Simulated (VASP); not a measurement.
Here is the system:

```
ZnSe
1.0
    0.00000     2.83500     2.83500
    2.83500     0.00000     2.83500
    2.83500     2.83500     0.00000
Zn Se
1 1
Direct
  0.00000   0.00000   0.00000
  0.25000   0.25000   0.25000
```

All values below come from LDA (Ceperley-Alder, Perdew-Zunger), VASP's LDA PAW potentials (set 64) (plane waves; VASP). Settings: 300 eV cut-off, 5×5×5 Γ-centred mesh, Fermi-Dirac smearing of 0.020 eV, potentials Zn Se.

At this cut-off the stress carries a Pulay error, which pulls relaxed volumes low.

### Question
Give the stress tensor in GPa (positive for a compressed cell).

### Answer

```
-3.12   0.00   0.00
 0.00  -3.12   0.00
 0.00   0.00  -3.12
```
The pressure is its mean diagonal, -3.12 GPa.

The structure is a typed ZnSe crystal. The cell was not relaxed at this level.
